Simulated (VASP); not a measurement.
```
PbF2
1.0
    0.00000     2.99506     2.99506
    2.99506     0.00000     2.99506
    2.99506     2.99506     0.00000
Pb F
1 2
Cartesian
  0.00000   0.00000   0.00000
  1.49753   1.49753   1.49753
  4.49259   4.49259   4.49259
```

Method: PBE GGA with D4 dispersion, VASP's PBE PAW potentials (set 64) (plane waves; VASP). Numerical set-up: 520 eV cut-off, 7×7×7 Γ-centred mesh, tetrahedra with Blöchl corrections, potentials Pb_d F.

**Question.** Estimate the energy per atom (σ→0).

**Answer.** 
```
Quantity                        Value
---------------------  --------------
energy per atom (σ→0)  -4.972 eV/atom
```

The absolute energy has meaning only against runs of the same code, potentials and settings.

The compound is PbF2 in the fluorite structure, the β form. It was relaxed first.
